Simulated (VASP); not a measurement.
Write the native input for VASP 6.6.1 that does the following.

- Task: relaxation of cell and atoms
- Functional: PBE
- Potentials or basis: VASP PAW PBE potentials, release 64 (Ti_sv, B, N)
- Cutoff: 520 eV
- k mesh: 11 × 11 × 8
- Occupations: gaussian, width 0.1 eV
- Spin: no spin polarisation
- Further INCAR settings: ALGO = Normal; EDIFF = 1e-07; IBRION = 2; POTIM = 0.3; EDIFFG = -0.005; NSW = 60; ISIF = 3

The structure of Ti2BN lies in POSCAR:

```
Ti2BN                                   
1.0
    3.0923212061      0.0000000000      0.0000000000
    0.0000000000      3.0923212061      0.0000000000
    0.0000000000      0.0000000000      4.3585914317
  Ti              B               N             
     2     1     1
Direct
     0.0000000000000000    0.0000000000000000    0.5000000000000000
     0.5000000000000000    0.5000000000000000    0.0000000000000000
     0.0000000000000000    0.0000000000000000    0.0000000000000000
     0.5000000000000000    0.5000000000000000    0.5000000000000000
```

The cell was built by a generator and needn't be a form met in nature.

One way to write it, as run:

INCAR

```
SYSTEM = Ti2BN
PREC = Accurate
ENCUT = 520
EDIFF = 1E-7
ISMEAR = 0
SIGMA = 0.1
LREAL = .FALSE.
LASPH = .TRUE.
NELM = 120
ALGO = Normal
ISIF = 3
LWAVE = .FALSE.
LCHARG = .FALSE.
GGA = PE
IBRION = 2
NSW = 60
EDIFFG = -0.005
POTIM = 0.3
KPAR = 4
```

KPOINTS

```
Automatic mesh
0
G
  11 11 8
  0 0 0
```

Potentials or basis: VASP PAW PBE potentials, release 64 (Ti_sv, B, N).

Command:

```console
$ cat potpaw_PBE.64/Ti_sv/POTCAR potpaw_PBE.64/B/POTCAR potpaw_PBE.64/N/POTCAR > POTCAR
$ mpirun -np 4 vasp_std > vasp.out
```

It gave:

```yaml
Relaxed_volume: 10.42 Å³/atom
Relaxed_cell: a = 3.093 Å, b = 3.093 Å, c = 4.358 Å, α = 90.00°, β = 90.00°, γ = 90.00°
Space_group_after_relaxing_to_0.05_Å: P4/mmm (No. 123)
Energy_gained_by_relaxing: 0.0 meV/atom
Ionic_steps: 2
Pressure_after_relaxing: 0.0 GPa
Band_gap_on_the_k_mesh: none (metal or under the smearing width)
```

Wall time 27 s on 4 MPI ranks on Intel(R) Xeon(R) Platinum 8488C (Sapphire Rapids) (shared host), peak memory 0.2 GiB a rank.
